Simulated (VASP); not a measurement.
Crystal: NiMoIrPdW.

```
Ni Mo Pd Ir W
1.0
     2.77081    0.00000    0.00000
    -1.38540    2.39959    0.00000
     0.00000    0.00000   22.01991
Ni Mo Pd Ir W
2 2 2 2 2
Cartesian
  0.0000 1.5997 18.7348
  1.3854 0.7999 3.2852
  1.3854 0.7999 16.7481
  0.0000 1.5997 5.2718
  0.0000 1.5997 1.1734
  1.3854 0.7999 20.8465
  0.0000 1.5997 14.4948
  1.3854 0.7999 7.5251
  0.0000 1.5997 9.7808
  1.3854 0.7999 12.2391
```

The cell was built by a generator and needn't be a form met in nature.

- Program: VASP 6.6.1
- Task: relaxation of cell and atoms
- Functional: vdW-DF-cx
- Potentials or basis: VASP PAW PBE potentials, release 64 (Ni, Mo_sv, Pd, Ir, W_sv)
- Cutoff: 600 eV
- k mesh: 11 × 11 × 2
- Occupations: fermi-dirac, width 0.05 eV
- Spin: collinear spin, ferromagnetic start
- Starting moments: [1.0, 1.0, 1.0, 1.0, 0.0, 0.0, 0.6, 0.6, 0.0, 0.0] μB

At the start: pressure -6.9 GPa; volume 14.64 Å³/atom.

Q: Where does the relaxation end?

A: Over 20 steps the energy falls by 9.6 meV/atom and the volume is 14.22 Å³/atom (-2.8 %); space group P-3m1 (No. 164, to 0.05 Å); moment 0.00 μB per cell.

The path:
| step | energy change (eV) | largest force (eV/Å) | pressure (GPa) | volume (Å³) |
| --- | --- | --- | --- | --- |
| 1 | 0.0000 | 0.1074 | -6.91 | 146.41 |
| 2 | 0.4843 | 0.4816 | 21.36 | 133.42 |
| 3 | -0.0881 | 0.1428 | -0.15 | 142.61 |
| 4 | -0.0882 | 0.1449 | -0.02 | 142.53 |
| 5 | -0.0882 | 0.1469 | 0.13 | 142.45 |
| 6 | -0.0902 | 0.0916 | 0.10 | 142.42 |
| 7 | -0.0909 | 0.1097 | 0.10 | 142.39 |
| 8 | -0.0925 | 0.0828 | -0.17 | 142.50 |
| 9 | -0.0935 | 0.0464 | -0.61 | 142.67 |
| 10 | -0.0943 | 0.0556 | -0.33 | 142.49 |
| 11 | -0.0947 | 0.0683 | 0.10 | 142.24 |
| 12 | -0.0950 | 0.0613 | 0.12 | 142.24 |
| 13 | -0.0954 | 0.0394 | 0.11 | 142.23 |
| 14 | -0.0950 | 0.0544 | 0.09 | 142.22 |
| 15 | -0.0955 | 0.0268 | 0.12 | 142.23 |
| 16 | -0.0956 | 0.0196 | -0.10 | 142.34 |
| 17 | -0.0956 | 0.0197 | -0.25 | 142.34 |
| 18 | -0.0956 | 0.0217 | -0.11 | 142.30 |
| 19 | -0.0956 | 0.0106 | -0.03 | 142.27 |
| 20 | -0.0956 | 0.0042 | 0.03 | 142.25 |

Final structure:
```
Ni Mo Pd Ir W
1.0
     2.74938    0.00000    0.00000
    -1.37469    2.38103    0.00000
     0.00001   -0.00001   21.72958
Ni Mo Pd Ir W
2 2 2 2 2
Cartesian
  0.0000 1.5873 18.5231
  1.3747 0.7937 3.2064
  1.3747 0.7937 16.5540
  0.0000 1.5873 5.1755
  0.0000 1.5873 1.1441
  1.3747 0.7937 20.5855
  0.0000 1.5873 14.3224
  1.3747 0.7937 7.4071
  0.0000 1.5873 9.6449
  1.3747 0.7937 12.0846
```

Caveat: the PAW data sets were made with another functional, which shifts forces and pressure a little.
